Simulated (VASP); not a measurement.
Input:

```
CELL_PARAMETERS angstrom
      0.00000     2.00578     2.00578
      2.00578     0.00000     2.00578
      2.00578     2.00578     0.00000
ATOMIC_POSITIONS crystal
  Al 0.00000 0.00000 0.00000
```

These are PBEsol GGA, VASP's PBE PAW potentials (set 64) (plane waves; VASP) values and carry that method's errors. Settings: 480 eV cut-off, 14×14×14 Γ-centred mesh, first-order Methfessel-Paxton smearing of 0.10 eV, potentials Al.

Energy and stress use the plane-wave basis of the starting cell.

Task: The ions, cell shape and volume at an external pressure of 30.0 GPa are relaxed. Which structure does the run end with?

Result: 
```
CELL_PARAMETERS angstrom
      0.00000     1.86333     1.86333
      1.86333     0.00000     1.86333
      1.86333     1.86333     0.00000
ATOMIC_POSITIONS crystal
  Al 0.00000 0.00000 0.00000
```
Space group Fm-3m (225), at a tolerance of 0.03 Å.

Task: How do energy and volume change from the first to the last step?

Result: The energy (σ→0) changes by +244.5 meV/atom and the volume by -19.8 %, in 7 ionic steps.

The compound is Al in the fcc structure. This run relaxes it under an external pressure of 30 GPa. Symmetry was kept, so distortions that lower it aren't found.
